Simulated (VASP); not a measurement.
# Tantalum: input slips in a relaxation and what they do, part 2 of 2

Some relaxations of Tantalum get a fault in the input on purpose. Which of them show, and how? The starting structure is a measured crystal structure from the Crystallography Open Database.

VASP 6.6.1.

Results so far: reference 17.55 Å³ an atom.

### 5. Relaxation with too few electronic steps (continued)

Level of this step: PBEsol; plane waves and PAW (Ta_pv) (VASP).

Parts of OUTCAR (step 5):

```text
  Total       -0.0015660     -0.0015660     -0.0015660      0.0000000     -0.0000000      0.0000000
  in kB       -0.1429559     -0.1429559     -0.1429559      0.0000000     -0.0000000      0.0000000
  external PRESSURE =      -0.1429559 kB  Pullay stress =       0.0000000 kB

 POSITION                                       TOTAL-FORCE (eV/Angst)
 -----------------------------------------------------------------------------------
      0.00000      0.00000      0.00000         0.000000      0.000000     -0.000000
 -----------------------------------------------------------------------------------
    total drift:                                0.000000      0.000000      0.000000

  FREE ENERGIE OF THE ION-ELECTRON SYSTEM (eV)
  ---------------------------------------------------
  free  energy   TOTEN  =       -12.5468749886 eV

  energy  without entropy=      -12.5470237004  energy(sigma->0) =      -12.54692456

[... 2 parts as in an earlier step ...]

[... 2 further parts left out ...]
[key lines of the parts left out:]
E-fermi :   5.5217
```

With too few electronic steps the cell ends at 17.550 Å³ an atom, -0.01 % from the reference.

### 6. Relaxation with a smearing far too wide

A slip made on purpose: a smearing far too wide. Against step 2 the input has ISMEAR = 0 and SIGMA = 2 (also changed: NELM).

File INCAR:

```
SYSTEM = Ta
PREC = Accurate
ENCUT = 450
EDIFF = 1E-06
NELM = 60
ISMEAR = 0
SIGMA = 2
LREAL = .FALSE.
ALGO = Normal
GGA = PS
NBANDS = 11
LORBIT = 11
LWAVE = .FALSE.
LCHARG = .FALSE.
KPAR = 2
IBRION = 2
NSW = 50
ISIF = 3
EDIFFG = -0.01
```

File POSCAR:

```
Ta
1.0
   -1.6529000000      1.6529000000      1.6529000000
    1.6529000000     -1.6529000000      1.6529000000
    1.6529000000      1.6529000000     -1.6529000000
Ta
1
Direct
    0.0000000000      0.0000000000      0.0000000000
```

File KPOINTS:

```
Automatic mesh
0
Gamma
12 12 12
0 0 0
```

PAW data sets: Ta_pv (PBE family, release 64).

Started as:

```
$ mpirun -np 2 vasp_std
```

What it wrote:

```text
[... set-up lines as in an earlier step ...]
 entering main loop
       N       E                     dE             d eps       ncg     rms          rms(c)
DAV:   1     0.520448634224E+02    0.52045E+02   -0.58700E+03  1600   0.859E+02
DAV:   2    -0.131654299297E+02   -0.65210E+02   -0.63634E+02  1752   0.235E+02
DAV:   3    -0.140316293108E+02   -0.86620E+00   -0.85711E+00  1941   0.268E+01
DAV:   4    -0.140344304198E+02   -0.28011E-02   -0.28002E-02  1737   0.158E+00
[...]
DAV:   9    -0.135651811130E+02    0.60819E-05   -0.60522E-05  1781   0.831E-02    0.220E-02
DAV:  10    -0.135651788743E+02    0.22387E-05   -0.25676E-06  1852   0.181E-02    0.290E-03
DAV:  11    -0.135651789255E+02   -0.51156E-07   -0.12387E-07   999   0.404E-03
   1 F= -.13565179E+02 E0= -.12637539E+02  d E =-.135652E+02
[...]
N       E                     dE             d eps       ncg     rms          rms(c)
DAV:   1    -0.138948805007E+02   -0.32970E+00   -0.10268E+01  1659   0.407E+01    0.486E+00
[...]
DAV:   4    -0.135482676824E+02   -0.10375E-02   -0.24626E-03  1966   0.469E-01    0.680E-02
DAV:   5    -0.135482807523E+02   -0.13070E-04   -0.10191E-04  1791   0.862E-02    0.412E-02
DAV:   6    -0.135482803079E+02    0.44439E-06   -0.12702E-06  1598   0.119E-02
   2 F= -.13548280E+02 E0= -.12549438E+02  d E =0.168986E-01
 trial-energy change:    0.016899  1 .order    0.015687   -0.036962    0.068336
 step:   0.3356(harm=  0.3510)  dis= 0.00000  next Energy=   -13.571336 (dE=-0.616E-02)
[...]
N       E                     dE             d eps       ncg     rms          rms(c)
DAV:   1    -0.137240283242E+02   -0.17575E+00   -0.42556E+00  1683   0.254E+01    0.333E+00
DAV:   2    -0.135985487817E+02    0.12548E+00   -0.14595E-01  1653   0.432E+00    0.110E+00
DAV:   3    -0.135706927796E+02    0.27856E-01   -0.73999E-02  1761   0.300E+00    0.453E-01
DAV:   4    -0.135711815764E+02   -0.48880E-03   -0.15740E-03  2032   0.331E-01    0.490E-02
DAV:   5    -0.135712000734E+02   -0.18497E-04   -0.53086E-05  1860   0.782E-02    0.210E-02
DAV:   6    -0.135712007142E+02   -0.64088E-06   -0.10939E-06  1378   0.125E-02
   3 F= -.13571201E+02 E0= -.12620358E+02  d E =-.602179E-02
[...]
reached required accuracy - stopping structural energy minimisation
```

Elapsed: 5 s, on 2 MPI ranks of Intel Xeon 6975P-C (Granite Rapids), shared host; peak memory 0.25 GiB.

OUTCAR, selected parts (step 6):

```text
  Total       -0.0068089     -0.0068089     -0.0068089      0.0000000     -0.0000000      0.0000000
  in kB       -0.5893468     -0.5893468     -0.5893468      0.0000000     -0.0000000      0.0000000
  external PRESSURE =      -0.5893468 kB  Pullay stress =       0.0000000 kB

 POSITION                                       TOTAL-FORCE (eV/Angst)
 -----------------------------------------------------------------------------------
     -0.00000      0.00000      0.00000         0.000000     -0.000000      0.000000
 -----------------------------------------------------------------------------------
    total drift:                                0.000000     -0.000000      0.000000

  FREE ENERGIE OF THE ION-ELECTRON SYSTEM (eV)
  ---------------------------------------------------
  free  energy   TOTEN  =       -13.5712007142 eV

  energy  without entropy=      -11.6695144933  energy(sigma->0) =      -12.62035760

[... 2 parts as in an earlier step ...]

[... 2 further parts left out ...]
[key lines of the parts left out:]
E-fermi :   5.5583
```

With a smearing far too wide the cell ends at 18.510 Å³ an atom, +5.46 % from the reference; the bulk modulus is 176.9 GPa against 205.7 GPa.

### 7. The runs compared

| run | ended | volume (Å³/atom) | change (%) | bulk modulus (GPa) | pressure left (GPa) | core minutes |
| --- | --- | --- | --- | --- | --- | --- |
| reference | converged | 17.551 | - | 205.7 | -0.03 | 0.187 |
| too few ionic steps | not converged | - | - | - | - | 0.12 |
| a functional's name that the tag doesn't take | stopped by VASP | - | - | - | - | 0.0867 |
| too few electronic steps | converged | 17.55 | -0.01 | - | -0.01 | 0.24 |
| a smearing far too wide | converged | 18.51 | 5.46 | 176.9 | -0.06 | 0.167 |

Core minutes are wall time times ranks, summed over the relaxations behind a row (those for a bulk modulus apart), on shared hosts.

### 8. Results

| Quantity | Value |
| --- | --- |
| volume of the reference | 17.55 Å³/atom |
| volume against the reference, too few electronic steps | -0.01 % |
| volume against the reference, a smearing far too wide | +5.46 % |
| run with too few ionic steps | not converged |
| run with a functional's name that the tag doesn't take | stopped by VASP |

What this shows: VASP stopped by itself in the run with a functional's name that the tag doesn't take. The run with too few ionic steps didn't converge. Finished, but with signs in the output that stand out against the reference: too few electronic steps, with the volume changed by less than 0.1 % (signs: warnings that the electronic loop ran out of cycles, -72.3 GPa at the first ionic step (reference: -5.5 GPa) and an energy that rises by up to 76.0 eV an atom on the way); a smearing far too wide, with the volume changed by +5.5 % (signs: 4.5 GPa at the first ionic step (reference: -5.5 GPa) and a large entropy term in the energy). Further runs on this material are not shown.

[Lines on the potential files, build, host, timing and source positions are cut from VASP's logs without a mark.]

[Logs are printed without paths, hosts, clocks, repeated set-up lines and the standing remarks that a program may print on its own settings, such as how far it seeks lower states.]

[Hosts, paths, dates, database ids (printed as entryN), source tags and the programs' standing remarks are cut or masked in the printed files.]
